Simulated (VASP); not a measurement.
Input:

```yaml
crystal:
  lattice:
    - [0.00000, 3.43529, 3.43529]
    - [3.43529, 0.00000, 3.43529]
    - [3.43529, 3.43529, 0.00000]
  atoms:
    - { symbol: K, position: [0.00000, 0.00000, 0.00000] }
    - { symbol: I, position: [0.50000, 0.50000, 0.50000] }
```

Level of theory: r2SCAN+rVV10, VASP's PBE PAW potentials (set 64) (plane waves; VASP). Numerical set-up: 520 eV cut-off, 7×7×7 Γ-centred mesh, Gaussian smearing of 0.050 eV, potentials K_sv I.

Unless said otherwise, spin-orbit coupling is left out, though it shifts the bands of the heavy elements here.

Problem. What does the run give for the energy per atom (σ→0), pressure, band gap (on the k-mesh) with the smallest direct gap where there is one?

Solution. 
The band gap (on the k-mesh) comes out as 4.74 eV. The smallest direct gap (on the k-mesh) is 4.74 eV and the energy per atom (σ→0) is -16.711 eV/atom. The pressure comes out as 10.1 kbar.

Total energies compare only between runs with the same potentials, cut-off and functional.

The compound is KI in the rock salt structure. This cell is one point of a volume scan, at 0.94 of the reference volume.
